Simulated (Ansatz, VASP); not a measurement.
**SbAs in two plane-wave programs**

Wanted: the spread between two codes on one cell, functional and k mesh. The cell is generated by rule, not measured, and may not be a known phase. The cell is taken from a series of runs on this material, whose earlier steps may have relaxed, scaled, displaced or heated it; both programs get it as it stands.

Calculated with Ansatz 0.2.0; plane waves, with VASP 6.6.1 beside it; zone-centre phonons at PBEsol.

The structure was built from a prototype and need not be the compound's stable phase.

**1. Starting point**

The structure is orthorhombic, space group Imm2 (No. 44). Conventional cell: a = 4.026 Å, b = 5.797 Å, c = 4.266 Å, α = 90.00°, β = 90.00°, γ = 90.00°. Nearest to Sb lie 6 As at 2.70 to 3.18 Å. Nearest to As lie 6 Sb at 2.70 to 3.18 Å. Farther neighbours are not listed.

Structure file:

```xyz
2
Lattice="-2.0130 2.8987 2.1329 2.0130 -2.8987 2.1329 2.0130 2.8987 -2.1329" Properties=species:S:1:pos:R:3 pbc="T T T"
Sb    0.0000    0.0000    4.1302
As    0.0000    2.8987    0.1919
```

**2. VASP: zone-centre phonons, PBEsol**

Second derivatives magnify differences that forces hide, and they need a tight electronic threshold.

Lines of VASP's logs that name or quote its potential files are left out, and so is its time.

INCAR

```
SYSTEM = SbAs
PREC = Accurate
ENCUT = 500
EDIFF = 1E-08
NELM = 120
ISMEAR = 1
SIGMA = 0.2
LREAL = .FALSE.
ALGO = Normal
GGA = PS
NBANDS = 11
LORBIT = 11
LWAVE = .FALSE.
LCHARG = .FALSE.
ISIF = 2
IBRION = 8
LASPH = .TRUE.
GGA_COMPAT = .FALSE.
KPAR = 2
```

POSCAR

```
SbAs
1.0
   -2.0130193370      2.8986509363      2.1328800021
    2.0130193370     -2.8986509363      2.1328800021
    2.0130193370      2.8986509363     -2.1328800021
Sb As
1 1
Direct
    0.9682212703      0.9682212703      0.0000000000
    0.5449953704      0.0449953704      0.5000000000
```

KPOINTS

```
Automatic mesh
0
Gamma
14 14 14
0 0 0
```

PAW data sets: Sb and As (PBE family, release 64).

The run is started by

```sh
$ mpirun -np 2 vasp_std
```

Numbers of over 12 decimals in the logs are rounded to 6 here.

The program printed:

```text
[banner, memory and clock lines left out]
running    2 mpi-ranks, on    1 nodes
 distrk:  each k-point on    1 cores,    2 groups
 distr:  one band on    1 cores,    1 groups

 POSCAR found type information on POSCAR SbAs
 POSCAR found :  2 types and       2 ions
|                                                                             |
|               ----> ADVICE to this user running VASP <----                  |
|                                                                             |
|     You enforced a specific xc type in the INCAR file but a different       |
|     [... a line on the potential file left out ...]
|     I HOPE YOU KNOW WHAT YOU ARE DOING!                                     |
|                                                                             |

 LDA part: xc-table for (Slater+PW92), standard interpolation
 POSCAR, INCAR and KPOINTS ok, starting setup
 FFT: planning ... GRIDC
 FFT: planning ... GRID_SOFT
 FFT: planning ... GRID
 WAVECAR not read
 entering main loop
       N       E                     dE             d eps       ncg     rms          rms(c)
DAV:   1     0.260137993498E+02    0.26014E+02   -0.36747E+03  9416   0.688E+02
DAV:   2    -0.821168892742E+01   -0.34225E+02   -0.33049E+02 12938   0.111E+02
DAV:   3    -0.974174251730E+01   -0.15301E+01   -0.15220E+01 11506   0.249E+01
DAV:   4    -0.975312997825E+01   -0.11387E-01   -0.11385E-01 10646   0.250E+00
DAV:   5    -0.975321842686E+01   -0.88449E-04   -0.88449E-04 11087   0.242E-01    0.310E+00
DAV:   6    -0.968716401487E+01    0.66054E-01   -0.23154E-01  9944   0.166E+00    0.188E+00
DAV:   7    -0.968197739571E+01    0.51866E-02   -0.28276E-02 11042   0.841E-01    0.678E-01
DAV:   8    -0.968058285737E+01    0.13945E-02   -0.33852E-03 10079   0.282E-01    0.821E-02
DAV:   9    -0.968055946028E+01    0.23397E-04   -0.54530E-04 10412   0.123E-01    0.460E-02
DAV:  10    -0.968056046858E+01   -0.10083E-05   -0.26193E-05 11162   0.332E-02    0.224E-02
DAV:  11    -0.968055975537E+01    0.71321E-06   -0.14884E-05 10376   0.159E-02    0.352E-03
DAV:  12    -0.968055960914E+01    0.14623E-06   -0.11404E-06 10577   0.647E-03    0.285E-03
DAV:  13    -0.968055963066E+01   -0.21528E-07   -0.44593E-08 11020   0.130E-03    0.119E-03
DAV:  14    -0.968055965867E+01   -0.28003E-07   -0.11926E-08  5824   0.465E-04    0.359E-04
DAV:  15    -0.968055966714E+01   -0.84690E-08   -0.33890E-09  5155   0.289E-04
   1 F= -.96805597E+01 E0= -.96811308E+01  d E =0.171331E-02
 Linear response reoptimize wavefunctions to high precision
DAV:   1    -0.968055967326E+01   -0.61212E-08   -0.37731E-10  6334   0.115E-04
DAV:   2    -0.968055967325E+01    0.69917E-11   -0.46665E-11  5086   0.461E-05
 Linear response DOF=           6
 Linear response progress:
  Degree of freedom:   1/  6
       N       E                     dE             d eps       ncg     rms          rms(c)
RMM:   1    -0.232426558330E-01   -0.23243E-01    0.11017E-02 33755   0.119E+00
RMM:   2    -0.226892182969E-01    0.55344E-03   -0.14469E-03 25833   0.244E-01    0.503E-02
RMM:   3    -0.226326805533E-01    0.56538E-04   -0.22388E-05 27285   0.341E-02    0.297E-02
RMM:   4    -0.225834079815E-01    0.49273E-04   -0.10894E-05 27193   0.185E-02    0.177E-03
RMM:   5    -0.225879075009E-01   -0.44995E-05   -0.46396E-07 27870   0.251E-03    0.810E-04
RMM:   6    -0.225905260440E-01   -0.26185E-05    0.13483E-07 25941   0.795E-04    0.193E-04
RMM:   7    -0.225899174900E-01    0.60855E-06    0.11011E-08 28253   0.192E-04    0.605E-05
RMM:   8    -0.225897120811E-01    0.20541E-06    0.28112E-09 28326   0.504E-05    0.118E-05
RMM:   9    -0.225896707416E-01    0.41340E-07   -0.40171E-10 28901   0.114E-05    0.250E-06
RMM:  10    -0.225896576878E-01    0.13054E-07   -0.11599E-09 25007   0.280E-06    0.805E-07
RMM:  11    -0.225896580588E-01   -0.37104E-09   -0.48762E-10 17951   0.151E-06    0.144E-07
 first order change of Fermi-energy  -0.46177E-03
 force on displaced ion       1 direction 1 :  -3.127  -0.000  -0.002
 Linear response progress:
  Degree of freedom:   2/  6
       N       E                     dE             d eps       ncg     rms          rms(c)
RMM:   1    -0.239068803022E-01   -0.23907E-01    0.83024E-03 32569   0.122E+00
RMM:   2    -0.234830539413E-01    0.42383E-03   -0.16165E-03 25807   0.242E-01    0.609E-02
RMM:   3    -0.233782031292E-01    0.10485E-03   -0.33193E-05 27224   0.382E-02    0.358E-02
RMM:   4    -0.233299979813E-01    0.48205E-04   -0.16417E-05 26524   0.242E-02    0.382E-03
RMM:   5    -0.233468101879E-01   -0.16812E-04   -0.67105E-07 27706   0.491E-03    0.724E-04
RMM:   6    -0.233488898759E-01   -0.20797E-05   -0.20445E-08 27998   0.740E-04    0.324E-04
RMM:   7    -0.233484969663E-01    0.39291E-06   -0.20947E-09 28060   0.262E-04    0.407E-05
RMM:   8    -0.233484257951E-01    0.71171E-07   -0.12202E-09 28592   0.403E-05    0.180E-05
RMM:   9    -0.233482997203E-01    0.12607E-06   -0.11332E-09 28747   0.189E-05    0.236E-06
RMM:  10    -0.233483051347E-01   -0.54144E-08   -0.88028E-10 25404   0.309E-06    0.802E-07
 first order change of Fermi-energy  -0.11294E-03
 force on displaced ion       1 direction 2 :  -0.000  -0.086  -0.001
 Linear response progress:
  Degree of freedom:   3/  6
       N       E                     dE             d eps       ncg     rms          rms(c)
RMM:   1    -0.244806714400E-01   -0.24481E-01    0.42710E-03 18928   0.121E+00
RMM:   2    -0.231581843436E-01    0.13225E-02   -0.14388E-03 14809   0.239E-01    0.542E-02
RMM:   3    -0.229846863561E-01    0.17350E-03   -0.43689E-05 15662   0.402E-02    0.331E-02
RMM:   4    -0.228405675074E-01    0.14412E-03   -0.29595E-05 15171   0.269E-02    0.852E-03
RMM:   5    -0.228373693031E-01    0.31982E-05   -0.58572E-07 15884   0.487E-03    0.399E-03
RMM:   6    -0.228400896454E-01   -0.27203E-05   -0.78628E-08 15839   0.160E-03    0.470E-04
RMM:   7    -0.228393341313E-01    0.75551E-06    0.48833E-10 16215   0.321E-04    0.303E-04
RMM:   8    -0.228391661986E-01    0.16793E-06    0.40112E-09 16043   0.125E-04    0.310E-05
RMM:   9    -0.228391008771E-01    0.65321E-07    0.69232E-10 16609   0.232E-05    0.567E-06
RMM:  10    -0.228390824543E-01    0.18423E-07   -0.76586E-10 16599   0.612E-06    0.462E-06
RMM:  11    -0.228390825797E-01   -0.12545E-09   -0.84499E-10 14018   0.251E-06    0.662E-07
 first order change of Fermi-energy  -0.44721E+00
 force on displaced ion       1 direction 3 :   0.000  -0.000  -5.354
 Linear response progress:
  Degree of freedom:   4/  6
       N       E                     dE             d eps       ncg     rms          rms(c)
RMM:   1    -0.420330090293E-01   -0.42033E-01    0.66113E-02 38653   0.113E+00
RMM:   2    -0.422878427006E-01   -0.25483E-03   -0.12892E-03 25806   0.219E-01    0.603E-02
RMM:   3    -0.423737847781E-01   -0.85942E-04   -0.27863E-05 27544   0.325E-02    0.347E-02
RMM:   4    -0.425548693739E-01   -0.18108E-03   -0.16871E-05 27554   0.244E-02    0.300E-03
RMM:   5    -0.425530183599E-01    0.18510E-05   -0.20087E-07 28246   0.368E-03    0.122E-03
RMM:   6    -0.425469292652E-01    0.60891E-05    0.35991E-08 28496   0.606E-04    0.347E-04
RMM:   7    -0.425471910799E-01   -0.26181E-06   -0.24796E-09 28540   0.218E-04    0.459E-05
RMM:   8    -0.425473760523E-01   -0.18497E-06   -0.34366E-10 29015   0.506E-05    0.149E-05
RMM:   9    -0.425472661785E-01    0.10987E-06    0.46994E-09 29222   0.151E-05    0.248E-06
RMM:  10    -0.425472820482E-01   -0.15870E-07    0.85344E-10 26439   0.360E-06    0.108E-06
RMM:  11    -0.425472707153E-01    0.11333E-07    0.16661E-09 23093   0.213E-06    0.170E-07
RMM:  12    -0.425472720005E-01   -0.12852E-08   -0.38099E-10 11492   0.111E-06    0.738E-08
 first order change of Fermi-energy   0.75234E-03
 force on displaced ion       2 direction 1 :  -3.129  -0.000   0.003
 Linear response progress:
  Degree of freedom:   5/  6
       N       E                     dE             d eps       ncg     rms          rms(c)
RMM:   1    -0.428619556145E-01   -0.42862E-01    0.60461E-02 38244   0.111E+00
RMM:   2    -0.427745618199E-01    0.87394E-04   -0.13868E-03 25815   0.222E-01    0.693E-02
RMM:   3    -0.428006634863E-01   -0.26102E-04   -0.27809E-05 27549   0.340E-02    0.398E-02
RMM:   4    -0.429646599217E-01   -0.16400E-03   -0.16201E-05 27825   0.273E-02    0.305E-03
RMM:   5    -0.429883182518E-01   -0.23658E-04   -0.43765E-07 28175   0.417E-03    0.111E-03
RMM:   6    -0.429852743661E-01    0.30439E-05   -0.13391E-08 28581   0.658E-04    0.476E-04
RMM:   7    -0.429829155023E-01    0.23589E-05   -0.29594E-09 28713   0.276E-04    0.247E-05
RMM:   8    -0.429830880565E-01   -0.17255E-06   -0.10342E-09 29412   0.282E-05    0.138E-05
RMM:   9    -0.429830938772E-01   -0.58207E-08   -0.10114E-09 29242   0.177E-05    0.334E-06
 first order change of Fermi-energy   0.15450E-03
 force on displaced ion       2 direction 2 :  -0.000  -0.086  -0.000
 Linear response progress:
  Degree of freedom:   6/  6
       N       E                     dE             d eps       ncg     rms          rms(c)
RMM:   1    -0.428955719706E-01   -0.42896E-01    0.61435E-02 21674   0.113E+00
RMM:   2    -0.424821029248E-01    0.41347E-03   -0.13151E-03 14688   0.220E-01    0.600E-02
RMM:   3    -0.424614792666E-01    0.20624E-04   -0.32434E-05 15859   0.349E-02    0.350E-02
RMM:   4    -0.425156882097E-01   -0.54209E-04   -0.21553E-05 15801   0.266E-02    0.716E-03
RMM:   5    -0.425317903232E-01   -0.16102E-04   -0.31035E-07 16282   0.420E-03    0.299E-03
RMM:   6    -0.425350975336E-01   -0.33072E-05   -0.10006E-07 16132   0.140E-03    0.340E-04
RMM:   7    -0.425344829689E-01    0.61456E-06   -0.45911E-09 16509   0.224E-04    0.126E-04
RMM:   8    -0.425338753238E-01    0.60765E-06   -0.12694E-10 16623   0.927E-05    0.325E-05
RMM:   9    -0.425339467029E-01   -0.71379E-07    0.72871E-10 16736   0.265E-05    0.184E-05
RMM:  10    -0.425339105285E-01    0.36174E-07    0.14357E-09 16782   0.897E-06    0.193E-06
RMM:  11    -0.425339058324E-01    0.46960E-08    0.18629E-09 14863   0.230E-06    0.618E-07
 first order change of Fermi-energy   0.44737E+00
 force on displaced ion       2 direction 3 :   0.000  -0.000  -5.357
 Linear response finished
```

Parts of OUTCAR (step 2):

```text
ion  position               nearest neighbor table
   1  0.968  0.968  0.000-   2 2.70   2 2.70   2 2.92   2 2.92   2 3.18   2 3.18
   2  0.545  0.045  0.500-   1 2.70   1 2.70   1 2.92   1 2.92   1 3.18   1 3.18

  LATTYP: Found a body centered orthorhombic cell.
 ALAT       =     4.0260386740
 B/A-ratio  =     1.0595427291
 C/A-ratio  =     1.4399518589

 Subroutine GETGRP returns: Found  4 space group operations
 (whereof  4 operations were pure point group operations)

The static configuration has the point symmetry C_2v.

 Found    428 irreducible k-points:

   k-points           NKPTS =    428   k-points in BZ     NKDIM =    428   number of bands    NBANDS=     11

   dimension x,y,z NGX =    30 NGY =   30 NGZ =   30
   dimension x,y,z NGXF=    60 NGYF=   60 NGZF=   60

   ENCUT  =  500.0 eV  36.75 Ry    6.06 a.u.   7.52  7.52  7.52*2*pi/ulx,y,z

   NELECT =      10.0000    total number of electrons

 k-points in reciprocal lattice and weights: Automatic mesh
   0.00000000  0.00000000  0.00000000       0.000
   0.07142857  0.00000000  0.00000000       0.001
   0.14285714 -0.00000000  0.00000000       0.001
   0.21428571  0.00000000  0.00000000       0.001
   0.28571429  0.00000000  0.00000000       0.001
   0.35714286  0.00000000 -0.00000000       0.001
   0.42857143  0.00000000  0.00000000       0.001
   0.50000000  0.00000000 -0.00000000       0.001
  -0.00000000  0.07142857  0.00000000       0.001
[...]
-0.42857143 -0.42857143  0.42857143       0.001
   0.50000000  0.50000000  0.50000000       0.000

 average (electrostatic) potential at core
       1 -86.2219       2 -48.1030

  Total        0.0852454      0.0432072      0.0679825      0.0000000      0.0000000      0.0000000
  in kB        2.7435402      1.3905817      2.1879511      0.0000000      0.0000000      0.0000000
  external PRESSURE =       2.1073577 kB  Pullay stress =       0.0000000 kB

  energy-cutoff  :      500.00
  volume of cell :       49.78
      direct lattice vectors                 reciprocal lattice vectors
    -2.013019337  2.898650936  2.132880002     0.000000000  0.172494036  0.234424815
     2.013019337 -2.898650936  2.132880002     0.248383108  0.000000000  0.234424815
     2.013019337  2.898650936 -2.132880002     0.248383108  0.172494036  0.000000000

 POSITION                                       TOTAL-FORCE (eV/Angst)
 -----------------------------------------------------------------------------------
      0.00000      0.00000      4.13020         0.000000     -0.000000      0.046663
      0.00000      2.89865      0.19194        -0.000000      0.000000     -0.046663
 -----------------------------------------------------------------------------------
    total drift:                               -0.000000     -0.000000      0.000083

 Eigenvectors and eigenvalues of the dynamical matrix
 ----------------------------------------------------

   1 f  =    5.312617 THz    33.380155 2PiTHz  177.209816 cm-1    21.971207 meV
             X         Y         Z           dx          dy          dz
      0.000000  0.000000  4.130200    -0.000000   -0.000000   -0.617116
      0.000000  2.898651  0.191939     0.000000    0.000000    0.786872

   2 f  =    4.059869 THz    25.508906 2PiTHz  135.422638 cm-1    16.790260 meV
             X         Y         Z           dx          dy          dz
      0.000000  0.000000  4.130200    -0.617110    0.000000    0.000000
      0.000000  2.898651  0.191939     0.786877    0.000000    0.000000

   3 f  =    0.674122 THz     4.235634 2PiTHz   22.486292 cm-1     2.787944 meV
             X         Y         Z           dx          dy          dz
      0.000000  0.000000  4.130200    -0.000000    0.617058    0.000000
      0.000000  2.898651  0.191939    -0.000000   -0.786918    0.000000

   4 f/i=    0.000131 THz     0.000822 2PiTHz    0.004365 cm-1     0.000541 meV
             X         Y         Z           dx          dy          dz
      0.000000  0.000000  4.130200     0.000000   -0.786918    0.000000
      0.000000  2.898651  0.191939     0.000000   -0.617058    0.000000

   5 f/i=    0.000518 THz     0.003257 2PiTHz    0.017293 cm-1     0.002144 meV
             X         Y         Z           dx          dy          dz
      0.000000  0.000000  4.130200     0.786877    0.000000   -0.000000
      0.000000  2.898651  0.191939     0.617110    0.000000   -0.000000

   6 f/i=    0.000637 THz     0.004005 2PiTHz    0.021260 cm-1     0.002636 meV
             X         Y         Z           dx          dy          dz
      0.000000  0.000000  4.130200     0.000000    0.000000    0.786872
      0.000000  2.898651  0.191939     0.000000    0.000000    0.617116

 ELASTIC MODULI CONTR FROM IONIC RELAXATION (kBar)
 Direction    XX          YY          ZZ          XY          YZ          ZX
 --------------------------------------------------------------------------------
 XX        -168.2189    -31.5431   -269.3385      0.0000      0.0000      0.0000
 YY         -31.5431     -5.9147    -50.5043      0.0000      0.0000      0.0000
 ZZ        -269.3385    -50.5043   -431.2429      0.0000      0.0000      0.0000
 XY           0.0000      0.0000      0.0000      0.0000      0.0000      0.0000
 YZ           0.0000      0.0000      0.0000      0.0000  -3138.2808      0.0000
 ZX           0.0000      0.0000      0.0000      0.0000      0.0000   -321.7200
 --------------------------------------------------------------------------------
```

(Part 1 of 2 ends here.)

[Lines on the potential files, build, host, timing and source positions are cut from VASP's logs without a mark.]

[Logs are printed without paths, hosts, clocks, repeated set-up lines and the standing remarks that a program may print on its own settings, such as how far it seeks lower states.]

[Hosts, paths, dates, database ids (printed as entryN), source tags and the programs' standing remarks are cut or masked in the printed files.]
